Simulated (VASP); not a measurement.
Input:

```xyz
12
Lattice="4.5381 0.0000 0.0000 0.0000 5.5002 0.0000 0.0000 0.0000 4.8897" Properties=species:S:1:pos:R:3 pbc="T T T"
Ti     2.2690     3.7055     3.6673
Ti     2.2690     1.7947     1.2224
Ti     0.0000     4.5447     1.2224
Ti     0.0000     0.9554     3.6673
O      3.3058     3.4014     0.3982
O      1.2323     2.0988     4.4914
O      3.5013     4.8489     2.8431
O      1.0368     0.6513     2.0466
O      1.0368     4.8489     4.4914
O      3.5013     0.6513     0.3982
O      1.2323     3.4014     2.0466
O      3.3058     2.0988     2.8431
```

The numbers are results of PBEsol GGA, VASP's PBE PAW potentials (set 64) (plane waves; VASP), not measurements. Run with 520 eV cut-off, 6×5×6 Γ-centred mesh, Gaussian smearing of 0.010 eV, potentials Ti_sv O.

What does the run give for the energy per atom (σ→0), band gap (on the k-mesh) with the smallest direct gap where there is one?

```yaml
band gap (on the k-mesh): 2.61 eV
smallest direct gap (on the k-mesh): 2.67 eV
energy per atom (σ→0): -9.357 eV/atom
```

Only differences to runs with the same potentials and settings are physical.

The structure comes from a computed database's TiO2 entry (Pbcn); how it stands against other phases isn't given here. It was relaxed first.
